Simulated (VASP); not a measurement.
Computed with PBE GGA, VASP's PBE PAW potentials (set 64) (plane waves; VASP 6.6.1).

A VASP calculation is set up with these files.

### KPOINTS
```
Automatic mesh
0
Gamma
9 9 5
0 0 0
```

File POSCAR:
```
Ho
1
    1.8258000000    -3.1623780000     0.0000000000
    1.8258000000     3.1623780000     0.0000000000
    0.0000000000     0.0000000000     5.7324000000
Ho
2
Direct
  0.3333330000   0.6666670000   0.2500000000
  0.6666670000   0.3333330000   0.7500000000
```

INCAR:
```
# general
SYSTEM   =  Ho
PREC     =  Accurate
ENCUT    =  400   # plane-wave cut-off (eV)
LREAL    =  F   # projection in real space or not
LASPH    =  T   # aspherical one-centre terms

# electronic loop
EDIFF    =  1E-6
NELM     =  100
ALGO     =  Normal   # blocked Davidson
LMAXMIX  =  6

# smearing
ISMEAR   =  1   # Methfessel-Paxton
SIGMA    =  0.1

# functional
GGA      =  PE   # PBE

# ions
ISIF     =  2

# output
LWAVE    =  F
LCHARG   =  F
```

POTCAR, in this order: Ho_3 (PBE.64 set). Program: vasp_std.

The run wrote:

**OSZICAR**
```
       N       E                     dE             d eps       ncg     rms          rms(c)
DAV:   1     0.621110916166E+02    0.62111E+02   -0.76259E+03  1104   0.107E+03
DAV:   2    -0.495907953551E+01   -0.67070E+02   -0.65633E+02  1417   0.459E+02
DAV:   3    -0.880550677576E+01   -0.38464E+01   -0.36260E+01  1579   0.781E+01
DAV:   4    -0.899051740352E+01   -0.18501E+00   -0.17045E+00  1689   0.116E+01
DAV:   5    -0.899999588828E+01   -0.94785E-02   -0.91325E-02  1591   0.209E+00    0.230E+01
DAV:   6    -0.899528504558E+01    0.47108E-02   -0.31283E-02  1555   0.219E+00    0.137E+01
DAV:   7    -0.900145370657E+01   -0.61687E-02   -0.53641E-02  1534   0.300E+00    0.290E-01
DAV:   8    -0.900112770303E+01    0.32600E-03   -0.32570E-03  1393   0.592E-01    0.579E-02
DAV:   9    -0.900115028801E+01   -0.22585E-04   -0.23518E-04  1579   0.178E-01    0.339E-02
DAV:  10    -0.900114341486E+01    0.68731E-05   -0.35020E-05  1579   0.611E-02    0.478E-02
DAV:  11    -0.900114406882E+01   -0.65396E-06   -0.32716E-06  1245   0.179E-02
   1 F= -.90011441E+01 E0= -.90012981E+01  d E =0.462131E-03
```

### OUTCAR
```
------------------------ aborting loop because EDIFF is reached ----------------------------------------
  FORCE on cell =-STRESS in cart. coord.  units (eV):
  Direction    XX          YY          ZZ          XY          YZ          ZX
  --------------------------------------------------------------------------------------
  Total       -0.7796149     -0.7796147     -1.0399644      0.0000000     -0.0000000      0.0000000
  in kB      -18.8693639    -18.8693596    -25.1707175      0.0000000     -0.0000000      0.0000000
  external PRESSURE =     -20.9698137 kB  Pullay stress =       0.0000000 kB
  volume of cell :       66.20
      direct lattice vectors                 reciprocal lattice vectors
     1.825800000 -3.162378000  0.000000000     0.273852558 -0.158108866  0.000000000
     1.825800000  3.162378000  0.000000000     0.273852558  0.158108866  0.000000000
     0.000000000  0.000000000  5.732400000     0.000000000  0.000000000  0.174447003
 POSITION                                       TOTAL-FORCE (eV/Angst)
 -----------------------------------------------------------------------------------
      1.82580      1.05413      1.43310        -0.000000     -0.000000      0.000000
      1.82580     -1.05413      4.29930         0.000000      0.000000      0.000000
 -----------------------------------------------------------------------------------
    total drift:                                0.000003      0.000095     -0.000012
  FREE ENERGIE OF THE ION-ELECTRON SYSTEM (eV)
  ---------------------------------------------------
  free  energy   TOTEN  =        -9.0011440688 eV

  energy  without entropy=       -9.0016061997  energy(sigma->0) =       -9.00129811
```
(Selected blocks of OUTCAR.)

The 4f electrons are frozen in the core of the lanthanide potential, so 4f levels, which can set the real gap, and their magnetism are missing.

The compound is Ho in the hcp structure. The cell was not relaxed at this level.
